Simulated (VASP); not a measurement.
A convergence study with VASP on BAs (zinc blende): one setting is varied, all else stays as given below, so the limit is that of these other settings.

```
CELL_PARAMETERS angstrom
      0.00000     2.39000     2.39000
      2.39000     0.00000     2.39000
      2.39000     2.39000     0.00000
ATOMIC_POSITIONS crystal
  B  0.00000 0.00000 0.00000
  As 0.25000 0.25000 0.25000
```

Level of theory: PBEsol GGA, VASP's PBE PAW potentials (set 64) (plane waves; VASP). The tightest run used: 700 eV cut-off, 19×19×19 Γ-centred mesh, Gaussian smearing of 0.050 eV, potentials B As.

Problem. The settings run are 1×1×1 mesh; 2×2×2 mesh; 3×3×3 mesh; 4×4×4 mesh; 5×5×5 mesh; 6×6×6 mesh; 7×7×7 mesh; 8×8×8 mesh; 9×9×9 mesh; 10×10×10 mesh; 11×11×11 mesh; 12×12×12 mesh; 13×13×13 mesh; 14×14×14 mesh; 15×15×15 mesh; 16×16×16 mesh; 17×17×17 mesh; 18×18×18 mesh; 19×19×19 mesh. From which on does the stress (every component) stay within 0.1 GPa of the tightest run?

Solution. From 6×6×6 mesh on: it is off by 0.04 there and by no more than 0.1 in any finer run, while 5×5×5 mesh is off by 0.16.
```csv
setting,E (eV/atom),pressure (GPa),irreducible k-points,difference judged (GPa)
1×1×1 mesh,5.2768,105.42,1,105.61
2×2×2 mesh,-4.6312,11.73,3,11.93
3×3×3 mesh,-5.7755,2.15,4,2.35
4×4×4 mesh,-6.0106,0.40,8,0.60
5×5×5 mesh,-6.0736,-0.04,10,0.16
6×6×6 mesh,-6.0929,-0.16,16,0.04
7×7×7 mesh,-6.0993,-0.19,20,0.01
8×8×8 mesh,-6.1016,-0.20,29,0.00
9×9×9 mesh,-6.1024,-0.20,35,0.00
10×10×10 mesh,-6.1027,-0.20,47,0.00
11×11×11 mesh,-6.1028,-0.20,56,0.00
12×12×12 mesh,-6.1029,-0.20,72,0.00
13×13×13 mesh,-6.1029,-0.20,84,0.00
14×14×14 mesh,-6.1029,-0.20,104,0.00
15×15×15 mesh,-6.1029,-0.20,120,0.00
16×16×16 mesh,-6.1029,-0.20,145,0.00
17×17×17 mesh,-6.1029,-0.20,165,0.00
18×18×18 mesh,-6.1029,-0.20,195,0.00
19×19×19 mesh,-6.1029,-0.20,220,0.00
```

Left out are rungs that failed or repeat a setting and relaxations that didn't move; long series are thinned to 24 rows.

The compound is BAs in the zinc blende structure. The cell was not relaxed at this level.
